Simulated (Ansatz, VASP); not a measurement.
## Ru (Ruthenium) in two plane-wave programs

Aim: how closely do two programs agree when they are given the same cell, functional and k mesh? The cell is taken from a series of runs on this material, whose earlier steps may have relaxed, scaled, displaced or heated it; both programs get it as it stands.

Program: Ansatz 0.2.0. Level of theory: plane waves, with VASP 6.6.1 beside it; zone-centre phonons at PBE. Results are calculated unless marked as measured.

### 1. Starting point

The structure is hexagonal, space group P6_3/mmc (No. 194). Conventional cell: a = 2.721 Å, b = 2.721 Å, c = 4.294 Å, α = 90.00°, β = 90.00°, γ = 120.00°. Nearest to Ru lie 12 Ru at 2.66 to 2.72 Å.

### 2. Ansatz: zone-centre phonons, PBE

Ansatz runs on its default PAW (the set named soft_2) files.

Second derivatives magnify differences that forces hide, and they need a tight electronic threshold.

input.yaml

```yaml
crystal:
  lattice:
    - [2.7207439562, 0.0, 0.0]
    - [-1.3603719781, 2.3562333832, 0.0]
    - [0.0, 0.0, 4.2939908152]
  atoms:
    - { symbol: Ru, position: [0.3333333333, 0.6666666667, 0.25] }
    - { symbol: Ru, position: [0.6666666667, 0.3333333333, 0.75] }
kpoints:
  mp_grid: { grid: [18, 18, 12] }
hamiltonian:
  xc: pbe
scf:
  occupations: { method: methfessel_paxton, width: 0.2 }
output:
  eigenvalues: true
phonons:
  method: dfpt
```

Run with:

```console
> ansatz run input.yaml --threads 4 --pin off --max-ram 16384MiB --backend cpu --events-out ev --progress --plain --runs-dir out
```

Numbers of over 12 decimals in the logs are rounded to 6 here.

The log of the run:

```text
zone centre: on kpoints.mp_grid the ground state, and the responses unless they are solved on pairs of k-points, stand on 637 of the mesh's 3888 k-points, reduced under 4 symmetry operations, with k and −k counted as one. Each operation leaves every solved displacement unchanged or reverses it
Engine: ansatz 0.2.0, aarch64-unknown-linux-gnu
Pseudopotentials: kind: paw
Pseudopotential: Ru, paw, valence charge 16, recommended cutoff 420 eV (normal), Ru.paw.azcp
Functional definition: PBE
  parameter kappa = 0.804
  parameter beta = 0.066725
  exchange = pbe_x(kappa = kappa, mu = beta*pi^2/3)
  correlation = pbe_c(beta = beta)
Crystal: 2 atoms, lattice volume = 27.528 Å³
Basis set: ecut = 420 eV, 537 PW (Γ), exchange–correlation on 40×40×60 points (8 copies of the dense FFT grid, shifted against one another)
Bands: 20, of which v1, the nominal top of the filled ones, is band 16 counted from 1 (15 counted from 0)
Symmetry: 24 space group operations
k-points: 637 of 3888 (irreducible under 4 space group operations, time reversal used)
Non-local potential: Ru, projectors of the file, l = 0: 3, l = 1: 2, l = 2: 2, l = 3: 1
PAW form: soft (Blöchl's): semilocal exchange-correlation on the pseudo side does not see the compensation charge
PAW one-centre angular grid: Ru, 590 points (default); XC on 64 Gauss nodes
Initial density: superposition of atomic densities (neutral atoms: chi_scale 0, normalization atom), corrected by the library's trained network
Initial wavefunctions: pseudopotential atomic-orbital guess
Functional: x = pbe(κ = 0.804, μ = 0.219515), c = pbe(β = 0.066725)
SCF iter   1: F=—  HF=-11757.374227 eV  |F-HF|=—  |Δ(HF+E_count)|=         —  Δρ=6.48e-3  dr2=2.28e-3  ethr=1.77e-3  ⟨swp⟩=5.0  Hψ=112542  notcnv=0  defer=63
automatic band count: the SCF goes on with 24 bands, as 20 were too few: the levels above may hold too much charge
preconditioner: auto → none  [metal: Δε(μ)=0.008 eV  Ē_g=11.381 eV  σ=0.200 eV  W_gap=0.03  n_scr=8 (ndim 8)  ℏωp=28.3 eV  f_vac=0.000  D(μ)=1.66/eV (n_scr^D=22)  sad-step TF]
SCF iter   2: F=—  HF=-11757.376357 eV  |F-HF|=—  |Δ(HF+E_count)|=   2.13e-3  S|Δr|=    0.00e0  Δρ=3.80e-3  dr2=8.24e-4  ethr=7.13e-6  ⟨swp⟩=2.0  Hψ=26873  notcnv=0  defer=63
SCF iter   3: F=—  HF=-11757.377476 eV  |F-HF|=—  |Δ(HF+E_count)|=   1.12e-3  S|Δr|=    0.00e0  Δρ=2.92e-4  dr2=7.70e-6  ethr=2.57e-6  ⟨swp⟩=2.2  Hψ=19486  notcnv=0  defer=63
SCF iter   4: F=—  HF=-11757.377476 eV  |F-HF|=—  |Δ(HF+E_count)|=   4.50e-7  S|Δr|=    0.00e0  Δρ=1.20e-4  dr2=7.20e-7  ethr=2.41e-8  ⟨swp⟩=2.0  Hψ=23972  notcnv=0  defer=63
SCF iter   5: F=—  HF=-11757.377478 eV  |F-HF|=—  |Δ(HF+E_count)|=   1.02e-6  S|Δr|=    0.00e0  Δρ=3.70e-5  dr2=4.79e-8  ethr=2.25e-9  ⟨swp⟩=3.0  Hψ=23950  notcnv=0  defer=63
SCF iter   6: F=—  HF=-11757.377478 eV  |F-HF|=—  |Δ(HF+E_count)|=   1.27e-7  S|Δr|=    0.00e0  Δρ=2.44e-6  dr2=3.00e-10  ethr=1.50e-10  ⟨swp⟩=2.6  Hψ=22035  notcnv=0  defer=63
SCF iter   7: F=-11757.377478 eV  HF=-11757.377478 eV  |F-HF|=3.64e-12  |Δ(HF+E_count)|=  2.76e-10  S|Δr|=    0.00e0  Δρ=4.31e-7  dr2=7.46e-12  ethr=1.00e-12  ⟨swp⟩=7.2  Hψ=83622  notcnv=0
SCF 1 converged in 7 iterations: F = -11757.377478 eV  dr2 = 7.46e-12
  greatest PAW one-centre occupation: 0.998 electrons in one spin orbital (limit 2), on the Ru atom at site 1 (counted from 0), in its partial waves of l = 0
DFPT response loops at Γ: preconditioner auto → Kerker (q_TF=auto, 2.798 Å⁻¹) (partly filled bands, converged f_vac=0.000); β = 1.00, the filter's whole step (`scf.mixing.beta` (0.50) is not read by the response loops under this deck's `scf.mixing.preconditioner`; to damp them name `kerker` or `kerker_dos`, under which they read `scf.mixing.beta`, and type it under 1.00, their step now; both keys bind the ground state too); Broyden in place of MSR1
SCF converged after 7 iterations
Stability not checked: this state was not tested for a lower state beside it, because cold or Methfessel-Paxton smearing, or corrected tetrahedra, fill the levels in a way that the test cannot read (fill_not_monotonic; see scf.lower_state_search)
Free energy (F): -11757.377478 eV
Harris-Foulkes:  -11757.377478 eV  (|F-HF|=3.64e-12)
Internal energy: -11757.377759 eV  (E = F + TS)
E sigma→0 (E₀):  -11757.377548 eV
Entropy (-TS):   0.000281 eV (0.141 meV/atom)
Fermi energy:    23.135846 eV
--- Per-component energies (eV) ---
  E_band       = -117.338700
  E_kinetic    = 1027.708332
  E_local      = -2544.101994  (includes V_loc(G=0)·N_el)
  E_nonlocal   = 685.805513
  E_hartree    = 817.340443
  E_xc         = -381.018583
  E_vxc        = -478.352493  (∫ρ·V_xc dr)
  E_paw        = -6921.296930  (= ΣΔE_a)
  E_vpaw       = -443.078539  (= ΣTr[D̂ρ^β])
  E_aug_tail   = -0.000379  (compensation charges beyond the density's cutoff)
  E_ewald      = -4441.814161
  E_smearing   = 0.000281  (= −TS)
  E_closure    = 0.000000  (closes the sum)
  Σ components = -11757.377478   (vs F -11757.377478, Δ=0.00e0)
--- Band table (eV; the first three rows and the last of 637) ---
  k-point 0: bands = [... 12 lower, 20.7838, 21.2588, 21.2588, 21.7483, 21.7483, 24.2911, 24.2911, 24.4371, ... 4 higher]
  k-point 1: bands = [... 12 lower, 20.7448, 21.2121, 21.2121, 21.8601, 21.8601, 24.1692, 24.2967, 24.2967, ... 4 higher]
  k-point 2: bands = [... 12 lower, 20.6366, 21.0854, 21.0854, 22.1404, 22.1404, 23.4824, 24.2985, 24.2985, ... 4 higher]
  k-point 636: bands = [... 12 lower, 20.5410, 20.5410, 21.8262, 21.8262, 24.7364, 24.7364, 28.1069, 28.1069, ... 4 higher]
--- Phonons (Γ-DFPT): 2 representative perturbations + reference, on 637 of 3888 k-points (Σ response iterations 7) ---
  k mesh reduced under 4 symmetry operations, with k and −k counted as one. Each operation leaves every solved displacement unchanged or reverses it
  ASR residual: 8.811e-5 → 0.000e0 eV/Å²; symmetrization residual: 6.368e-13 eV/Å²
  ASR residual per site (eV/Å²): 8.81e-5 8.81e-5
  Γ frequencies (cm⁻¹): 0.00 0.00 0.00 197.64 197.64 256.16
  non-analytic LO–TO correction: not included (Born effective charges unavailable; polar crystals: no LO–TO splitting at Γ)
```

Reading the cycles: dr2 is the Hartree energy of the density residual (eV), the measure of convergence; HF is the Harris–Foulkes estimate of the energy, which meets the free energy F at convergence.

### 3. VASP: zone-centre phonons, PBE

The same cell, functional, mesh and smearing now go to VASP, with its own data sets.

Lines of VASP's logs that name or quote its potential files are left out, and so is its time.

INCAR

```
SYSTEM = Ru
PREC = Accurate
ENCUT = 500
EDIFF = 1E-08
NELM = 120
ISMEAR = 1
SIGMA = 0.2
LREAL = .FALSE.
ALGO = Normal
GGA = PE
NBANDS = 20
LASPH = .TRUE.
LORBIT = 11
LWAVE = .FALSE.
LCHARG = .FALSE.
ISIF = 2
IBRION = 8
GGA_COMPAT = .FALSE.
KPAR = 2
```

POSCAR

```
Ru
1.0
    2.7207439562      0.0000000000      0.0000000000
   -1.3603719781      2.3562333832      0.0000000000
    0.0000000000      0.0000000000      4.2939908152
Ru
2
Direct
    0.3333333333      0.6666666667      0.2500000000
    0.6666666667      0.3333333333      0.7500000000
```

KPOINTS

```
Automatic mesh
0
Gamma
18 18 12
0 0 0
```

PAW data sets: Ru_pv (PBE family, release 64).

Run with:

```console
> mpirun -np 2 vasp_std
```

The log of the run:

```text
[banner, memory and clock lines left out]
running    2 mpi-ranks, on    1 nodes
 distrk:  each k-point on    1 cores,    2 groups
 distr:  one band on    1 cores,    1 groups

 POSCAR found type information on POSCAR Ru
 POSCAR found :  1 types and       2 ions
 LDA part: xc-table for (Slater+PW92), standard interpolation
 POSCAR, INCAR and KPOINTS ok, starting setup
 FFT: planning ... GRIDC
 FFT: planning ... GRID_SOFT
 FFT: planning ... GRID
 WAVECAR not read
 entering main loop
       N       E                     dE             d eps       ncg     rms          rms(c)
DAV:   1     0.278695507761E+03    0.27870E+03   -0.17341E+04 10384   0.151E+03
DAV:   2    -0.140637982553E+02   -0.29276E+03   -0.28474E+03 10724   0.451E+02
DAV:   3    -0.197820645468E+02   -0.57183E+01   -0.56711E+01 11752   0.703E+01
DAV:   4    -0.198281223282E+02   -0.46058E-01   -0.46024E-01 13644   0.592E+00
DAV:   5    -0.198287225103E+02   -0.60018E-03   -0.59898E-03 11532   0.582E-01    0.172E+01
DAV:   6    -0.185507492347E+02    0.12780E+01   -0.30455E+00 11632   0.175E+01    0.445E+00
DAV:   7    -0.184755628543E+02    0.75186E-01   -0.36261E-01 12080   0.474E+00    0.107E+00
DAV:   8    -0.184691339986E+02    0.64289E-02   -0.21803E-02 11516   0.103E+00    0.244E-01
DAV:   9    -0.184688782967E+02    0.25570E-03   -0.12676E-03 11964   0.385E-01    0.322E-02
DAV:  10    -0.184688844516E+02   -0.61549E-05   -0.10205E-04 11572   0.105E-01    0.270E-02
DAV:  11    -0.184688792382E+02    0.52134E-05   -0.18196E-05 11800   0.407E-02    0.139E-03
DAV:  12    -0.184688792120E+02    0.26241E-07   -0.15686E-07 12304   0.365E-03    0.760E-04
DAV:  13    -0.184688792531E+02   -0.41132E-07   -0.14392E-09  7844   0.341E-04    0.348E-04
DAV:  14    -0.184688792753E+02   -0.22191E-07   -0.47480E-10  7064   0.233E-04    0.178E-05
DAV:  15    -0.184688792805E+02   -0.51841E-08   -0.40633E-11  7100   0.617E-05
   1 F= -.18468879E+02 E0= -.18468969E+02  d E =0.270212E-03
 Linear response reoptimize wavefunctions to high precision
DAV:   1    -0.184688792783E+02    0.21701E-08   -0.38248E-11  6992   0.591E-05
DAV:   2    -0.184688792783E+02    0.11369E-10   -0.28565E-12  6772   0.114E-05
 Linear response DOF=           2
 Linear response progress:
  Degree of freedom:   1/  2
       N       E                     dE             d eps       ncg     rms          rms(c)
RMM:   1    -0.517835116750E+00   -0.51784E+00    0.31065E+00 46339   0.599E+01
RMM:   2    -0.618515132718E+00   -0.10068E+00   -0.11829E-01 63759   0.292E+00    0.137E-01
RMM:   3    -0.617411215832E+00    0.11039E-02   -0.34569E-03 74244   0.490E-01    0.632E-02
RMM:   4    -0.616042296289E+00    0.13689E-02   -0.41821E-04 74306   0.169E-01    0.242E-02
RMM:   5    -0.615854833596E+00    0.18746E-03   -0.42440E-05 88006   0.429E-02    0.107E-02
RMM:   6    -0.615741548394E+00    0.11329E-03   -0.45619E-05 76448   0.138E-02    0.742E-03
RMM:   7    -0.615727453443E+00    0.14095E-04   -0.36534E-05 76725   0.824E-03    0.745E-04
RMM:   8    -0.615742141379E+00   -0.14688E-04   -0.21781E-05 96894   0.280E-03    0.360E-04
RMM:   9    -0.615751320879E+00   -0.91795E-05   -0.14340E-05 88813   0.125E-03    0.756E-05
RMM:  10    -0.615751762799E+00   -0.44192E-06   -0.89637E-06102191   0.803E-04    0.235E-05
RMM:  11    -0.615752078947E+00   -0.31615E-06   -0.44080E-06 95979   0.610E-04    0.960E-06
RMM:  12    -0.615752017848E+00    0.61100E-07   -0.27932E-06 99103   0.518E-04    0.373E-06
RMM:  13    -0.615751960536E+00    0.57312E-07   -0.16449E-06100964   0.464E-04    0.201E-06
RMM:  14    -0.615752013734E+00   -0.53198E-07   -0.10859E-06 97915   0.438E-04    0.946E-07
RMM:  15    -0.615752021370E+00   -0.76357E-08   -0.69185E-07 96373   0.419E-04    0.933E-07
RMM:  16    -0.615752040146E+00   -0.18776E-07   -0.55577E-07 95752   0.410E-04    0.411E-07
RMM:  17    -0.615752054373E+00   -0.14227E-07   -0.40264E-07 94907   0.404E-04    0.140E-07
RMM:  18    -0.615752045790E+00    0.85821E-08   -0.35221E-07 81480   0.400E-04    0.440E-07
RMM:  19    -0.615752057150E+00   -0.11360E-07   -0.28393E-07 83237   0.398E-04    0.165E-07
RMM:  20    -0.615752060833E+00   -0.36828E-08   -0.29179E-07 84615   0.397E-04    0.729E-08
 first order change of Fermi-energy  -0.37617E-06
 force on displaced ion       1 direction 1 :  -7.267   0.001   0.000
 Linear response progress:
  Degree of freedom:   2/  2
       N       E                     dE             d eps       ncg     rms          rms(c)
RMM:   1    -0.628721582136E+00   -0.62872E+00    0.35583E+00 15963   0.605E+01
RMM:   2    -0.741119757324E+00   -0.11240E+00   -0.13224E-01 22158   0.303E+00    0.137E-01
RMM:   3    -0.741083555942E+00    0.36201E-04   -0.25032E-03 25741   0.461E-01    0.706E-02
RMM:   4    -0.740309148404E+00    0.77441E-03   -0.40163E-04 25134   0.167E-01    0.215E-02
RMM:   5    -0.740155936816E+00    0.15321E-03    0.15983E-04 29460   0.521E-02    0.144E-02
RMM:   6    -0.740099994181E+00    0.55943E-04    0.17334E-05 26524   0.173E-02    0.111E-02
RMM:   7    -0.740037388849E+00    0.62605E-04   -0.16725E-06 25272   0.105E-02    0.262E-03
RMM:   8    -0.740021681020E+00    0.15708E-04    0.14216E-05 30097   0.448E-03    0.684E-04
RMM:   9    -0.740026882475E+00   -0.52015E-05    0.12039E-05 29046   0.179E-03    0.101E-04
RMM:  10    -0.740027472330E+00   -0.58986E-06    0.10740E-05 30066   0.919E-04    0.489E-05
RMM:  11    -0.740028996554E+00   -0.15242E-05    0.38503E-06 32611   0.647E-04    0.137E-05
RMM:  12    -0.740029444566E+00   -0.44801E-06    0.19434E-06 32493   0.530E-04    0.480E-06
RMM:  13    -0.740029685102E+00   -0.24054E-06    0.66590E-07 35407   0.469E-04    0.182E-06
RMM:  14    -0.740029693415E+00   -0.83122E-08    0.12050E-06 34402   0.437E-04    0.202E-06
[...]
RMM:  20    -0.740029977676E+00   -0.67709E-08   -0.57903E-07 32787   0.400E-04    0.472E-07
RMM:  21    -0.740029989311E+00   -0.11636E-07   -0.69219E-07 26789   0.399E-04    0.347E-07
RMM:  22    -0.740029987022E+00    0.22894E-08   -0.64717E-07 26551   0.398E-04    0.243E-07
RMM:  23    -0.740029987993E+00   -0.97082E-09   -0.67114E-07 26637   0.398E-04    0.146E-07
RMM:  24    -0.740029990402E+00   -0.24089E-08   -0.68356E-07 26424   0.398E-04    0.137E-07
RMM:  25    -0.740029987936E+00    0.24654E-08   -0.66041E-07 26436   0.398E-04    0.106E-07
RMM:  26    -0.740029993017E+00   -0.50810E-08   -0.69369E-07 26420   0.398E-04    0.133E-07
RMM:  27    -0.740029988988E+00    0.40292E-08   -0.66227E-07 26391   0.398E-04    0.833E-08
 first order change of Fermi-energy   0.10238E-03
 force on displaced ion       1 direction 3 :   0.000   0.000 -12.245
 Linear response finished
```

Parts of OUTCAR (step 3):

```text
ion  position               nearest neighbor table
   1  0.333  0.667  0.250-   2 2.66   2 2.66   2 2.66   2 2.66   2 2.66   2 2.66
   2  0.667  0.333  0.750-   1 2.66   1 2.66   1 2.66   1 2.66   1 2.66   1 2.66

  LATTYP: Found a hexagonal cell.
 ALAT       =     2.7207439562
 C/A-ratio  =     1.5782414238

 Subroutine GETGRP returns: Found 24 space group operations
 (whereof 12 operations were pure point group operations)

The static configuration has the point symmetry D_3d.
 The point group associated with its full space group is D_6h.

 Found    259 irreducible k-points:

   k-points           NKPTS =    259   k-points in BZ     NKDIM =    259   number of bands    NBANDS=     20

   dimension x,y,z NGX =    20 NGY =   20 NGZ =   32
   dimension x,y,z NGXF=    40 NGYF=   40 NGZF=   64

   ENCUT  =  500.0 eV  36.75 Ry    6.06 a.u.   4.96  4.96  7.83*2*pi/ulx,y,z

   NELECT =      28.0000    total number of electrons

 k-points in reciprocal lattice and weights: Automatic mesh
   0.00000000  0.00000000  0.00000000       0.000
   0.05555556 -0.00000000  0.00000000       0.002
   0.11111111 -0.00000000  0.00000000       0.002
   0.16666667  0.00000000  0.00000000       0.002
   0.22222222 -0.00000000  0.00000000       0.002
   0.27777778  0.00000000  0.00000000       0.002
   0.33333333  0.00000000  0.00000000       0.002
   0.38888889  0.00000000  0.00000000       0.002
   0.44444444 -0.00000000  0.00000000       0.002
[...]
0.33333333  0.27777778  0.50000000       0.003
   0.33333333  0.33333333  0.50000000       0.001

 average (electrostatic) potential at core
       1 -67.4439       2 -67.4439

  Total       -0.0136246     -0.0136246     -0.0109448      0.0000000     -0.0000000      0.0000000
  in kB       -0.7929868     -0.7929868     -0.6370155      0.0000000     -0.0000000      0.0000000
  external PRESSURE =      -0.7409964 kB  Pullay stress =       0.0000000 kB

  energy-cutoff  :      500.00
  volume of cell :       27.53
      direct lattice vectors                 reciprocal lattice vectors
     2.720743956  0.000000000  0.000000000     0.367546530  0.212203088  0.000000000
    -1.360371978  2.356233383  0.000000000     0.000000000  0.424406176  0.000000000
     0.000000000  0.000000000  4.293990815     0.000000000  0.000000000  0.232883591

 POSITION                                       TOTAL-FORCE (eV/Angst)
 -----------------------------------------------------------------------------------
     -0.00000      1.57082      1.07350         0.000000      0.000000      0.000000
      1.36037      0.78541      3.22049        -0.000000      0.000000      0.000000
 -----------------------------------------------------------------------------------
    total drift:                               -0.000000      0.000000     -0.000000

 Eigenvectors and eigenvalues of the dynamical matrix
 ----------------------------------------------------

   1 f  =    7.695605 THz    48.352915 2PiTHz  256.697766 cm-1    31.826452 meV
             X         Y         Z           dx          dy          dz
     -0.000000  1.570822  1.073498     0.000000    0.000000    0.707107
      1.360372  0.785411  3.220493     0.000000    0.000000   -0.707107

   2 f  =    5.928372 THz    37.249062 2PiTHz  197.749216 cm-1    24.517767 meV
             X         Y         Z           dx          dy          dz
     -0.000000  1.570822  1.073498     0.707107   -0.000000   -0.000000
      1.360372  0.785411  3.220493    -0.707107   -0.000000   -0.000000

   3 f  =    5.928372 THz    37.249062 2PiTHz  197.749216 cm-1    24.517767 meV
             X         Y         Z           dx          dy          dz
     -0.000000  1.570822  1.073498     0.000000    0.707107   -0.000000
      1.360372  0.785411  3.220493     0.000000   -0.707107   -0.000000

   4 f  =    0.000000 THz     0.000001 2PiTHz    0.000003 cm-1     0.000000 meV
             X         Y         Z           dx          dy          dz
     -0.000000  1.570822  1.073498     0.011023   -0.249929    0.661373
      1.360372  0.785411  3.220493     0.011023   -0.249929    0.661373

   5 f  =    0.000000 THz     0.000000 2PiTHz    0.000001 cm-1     0.000000 meV
             X         Y         Z           dx          dy          dz
     -0.000000  1.570822  1.073498     0.381899    0.558762    0.204788
      1.360372  0.785411  3.220493     0.381899    0.558762    0.204788

   6 f/i=    0.000000 THz     0.000000 2PiTHz    0.000001 cm-1     0.000000 meV
             X         Y         Z           dx          dy          dz
     -0.000000  1.570822  1.073498    -0.595006    0.354006    0.143694
      1.360372  0.785411  3.220493    -0.595006    0.354006    0.143694

 ELASTIC MODULI CONTR FROM IONIC RELAXATION (kBar)
 Direction    XX          YY          ZZ          XY          YZ          ZX
 --------------------------------------------------------------------------------
 XX         -57.1637     57.1637      0.0000      0.0000      0.0000      0.0000
 YY          57.1637    -57.1637     -0.0000     -0.0000     -0.0000      0.0000
 ZZ           0.0000     -0.0000     -0.0000      0.0000      0.0000      0.0000
 XY           0.0000     -0.0000      0.0000    -57.1637      0.0000      0.0000
 YZ           0.0000     -0.0000      0.0000      0.0000     -0.0000      0.0000
 ZX           0.0000      0.0000      0.0000      0.0000      0.0000      0.0000
 --------------------------------------------------------------------------------
```

### 4. Differences

Known differences besides the potentials themselves: the data sets hold 32 valence electrons in Ansatz (on its default PAW (the set named soft_2) files) and 28 in VASP; the cutoff is 420 eV in Ansatz and 500 eV in VASP. Total energies have different zeros and are not compared.

Both answers:

| quantity | Ansatz | VASP | difference |
| --- | --- | --- | --- |
| optical mode 1 to 2 (cm⁻¹) | 197.6 | 197.7 | -0.06 % |
| optical mode 3 (cm⁻¹) | 256.2 | 256.7 | -0.21 % |

Modes are paired by rising frequency, not by their patterns, so a pair may set unlike modes beside each other; they are those without the splitting of longitudinal modes.

### 5. Summary of results

```
r.m.s. difference of the optical zone-centre modes, each program's sorted by frequency (zone-centre phonons, PBE) : 0.32 cm⁻¹
```

What this shows: The r.m.s. difference of the optical zone-centre modes, each program's sorted by frequency is 0.32 cm⁻¹ (zone-centre phonons, PBE). The data sets hold unlike numbers of valence electrons (32 in Ansatz and 28 in VASP), so part of the differences comes from the potentials. How closely two codes agree says nothing of how well the functional describes the real material.

[Lines on the potential files, build, host, timing and source positions are cut from VASP's logs without a mark.]

[Logs are printed without paths, hosts, clocks, repeated set-up lines and the standing remarks that a program may print on its own settings, such as how far it seeks lower states.]

[Hosts, paths, dates, database ids (printed as entryN), source tags and the programs' standing remarks are cut or masked in the printed files.]
